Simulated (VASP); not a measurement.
**Cd$_{2}$TeSe (space group P-4m2): computed properties**

Computed with PBEsol GGA, VASP's PBE PAW potentials (set 64) (plane waves; VASP 6.6.1).

| Quantity | Value |
|---|---|
| space group | P-4m2 (115) |
| cell | a = b = 4.4555 Å, c = 6.2554 Å, α = β = γ = 90.00° |
| volume per atom | 31.04 Å³/atom |
| band gap (over mesh and band path) | 0.41 eV |
| smallest direct gap (over mesh and band path) | 0.41 eV |
| Hill bulk modulus | 46.8 GPa |
| Hill shear modulus | 14.3 GPa |
| Poisson's ratio | 0.361 |
| band-edge character without spin-orbit coupling | direct, Γ to Γ |
| band gap with spin-orbit coupling | 0.19 eV |
| density | 5.77 g/cm³ |
| optical Γ-point spectrum | 37 (×2), 133, 142, 150 (×2), 161, 171 (×2) cm⁻¹ |
| C11 | 71.3 GPa |
| C12 | 29.1 GPa |
| C13 | 40.9 GPa |
| C33 | 56.9 GPa |
| C44 | 19.8 GPa |
| C66 | 8.7 GPa |

```cif
data_Cd2SeTe
_chemical_formula_sum 'Cd2 Te1 Se1'
_space_group_name_H-M_alt 'P-4m2'
_space_group_IT_number 115
_space_group_name_Hall 'P -4 -2'
_cell_length_a 4.45550
_cell_length_b 4.45550
_cell_length_c 6.25540
_cell_angle_alpha 90.000
_cell_angle_beta 90.000
_cell_angle_gamma 90.000
loop_
_atom_site_label
_atom_site_type_symbol
_atom_site_symmetry_multiplicity
_atom_site_Wyckoff_symbol
_atom_site_fract_x
_atom_site_fract_y
_atom_site_fract_z
_atom_site_occupancy
Cd1 Cd 2 g 0.00000 0.50000 0.23248 1
Te1 Te 1 d 0.00000 0.00000 0.50000 1
Se1 Se 1 b 0.50000 0.50000 0.00000 1
```

Unless said otherwise, spin-orbit coupling is left out, though it shifts the bands of the heavy elements here.

The structure comes from a computed database's Cd2TeSe entry (P-4m2); how it stands against other phases isn't given here. It was relaxed first. Symmetry was kept, so distortions that lower it aren't found.
